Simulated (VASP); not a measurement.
Data:

```
Nb3P
1.0
    0.00000     3.13357     3.13357
    3.13357     0.00000     3.13357
    3.13357     3.13357     0.00000
P Nb
1 3
Cartesian
  0.00000   0.00000   0.00000
  3.13357   3.13357   3.13357
  1.56679   1.56679   1.56679
  4.70036   4.70036   4.70036
```

All values below come from r2SCAN meta-GGA, VASP's PBE PAW potentials (set 64) (plane waves; VASP 6.6.1). Numerical set-up: 480 eV cut-off, 8×8×8 Γ-centred mesh, first-order Methfessel-Paxton smearing of 0.10 eV, potentials P Nb_sv.

### Question
Give the stress tensor in GPa (positive for a compressed cell).

### Answer

```
9.13  0.00  0.00
0.00  9.13  0.00
0.00  0.00  9.13
```
The pressure is its mean diagonal, 9.13 GPa.

The structure was generated: Nb3P was put into the D03 type (Fm-3m), which need not be its known phase. This cell was strained or had an atom moved on purpose.
